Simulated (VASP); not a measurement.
A run of VASP 6.6.1:

The input INCAR:

```
ALGO = Normal ; EDIFF = 1E-7
EDIFFG = -0.01 ; ENCUT = 600
GGA = CA ; GGA_COMPAT = F
IBRION = 2 ; ISIF = 3
ISMEAR = -1 ; LASPH = T
LCHARG = F ; LMAXMIX = 4
LORBIT = 11 ; LREAL = F
LSORBIT = T ; LWAVE = F
MAGMOM = 0 0 0 0 0 0 ; NELM = 80
NSW = 60 ; PREC = Accurate
SIGMA = 0.05
```

File KPOINTS:

```
k-points
0
Gamma
  5 5 5
```

POSCAR

```
TaTl
1.0
    3.6221205400      0.0000000000      0.0000000000
    0.0000000000      3.6221205400      0.0000000000
    0.0000000000      0.0000000000      3.6221205400
Ta Tl
1 1
Direct
    0.0000000000      0.0000000000      0.0000000000
    0.5000000000      0.5000000000      0.5000000000
```

Potentials or basis: VASP PAW LDA potentials, release 64 (Ta_pv, Tl_d).

The run is started by

```console
$ cat potpaw_LDA.64/Ta_pv/POTCAR potpaw_LDA.64/Tl_d/POTCAR > POTCAR
$ mpirun -np 1 vasp_ncl > vasp.out
```

Hardware: 1 thread of Intel(R) Xeon(R) 6975P-C (Granite Rapids) (shared host).

Q: How long does it take, and how much memory?

A: Run time: 120 s on 1 thread of Intel(R) Xeon(R) 6975P-C (Granite Rapids) (shared host), peak memory 0.26 GiB. Counts: scf iterations 63, k points 10, ion steps 7.
